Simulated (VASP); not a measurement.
## W: single point with LDA

The system is W.

```
CELL_PARAMETERS angstrom
-1.53900 1.53900 1.53900
1.53900 -1.53900 1.53900
1.53900 1.53900 -1.53900
ATOMIC_POSITIONS crystal
W 0.00000 0.00000 0.00000
```

The cell isn't the ideal one: a relaxed cell with its volume scaled by 0.94.

```yaml
Program: VASP 6.6.1
Task: single point
Functional: LDA
Potentials_or_basis: VASP PAW LDA potentials, release 64 (W_sv)
Cutoff: 350 eV
k_mesh: 10 × 10 × 10
Occupations: gaussian, width 0.1 eV
Spin: no spin polarisation
```

```yaml
Pressure: 24.1 GPa
Band_gap_on_the_k_mesh: none (metal or under the smearing width)
```

Levels at points of the mesh, in eV from the Fermi level:
```
           k point  band 5  band 6  band 7  band 8  band 9  band 10
(0.00, 0.00, 0.00)  -10.08   -1.53   -1.53   -1.53    2.29     2.29
(0.50, 0.00, 0.00)   -6.92   -4.12    1.09    2.24    3.31     6.80
(0.50, 0.50, 0.50)   -6.65   -6.65    5.66    5.66    5.66     8.98
```

It took 1.6 s on 1 thread of Intel(R) Xeon(R) 6975P-C (Granite Rapids) (shared host), peak memory 0.11 GiB.

Caveat: so large a pressure means that the cell lies far from this level's equilibrium, or that cutoff or potentials fall short. The run has no spin-orbit coupling, so splittings on W are missing.
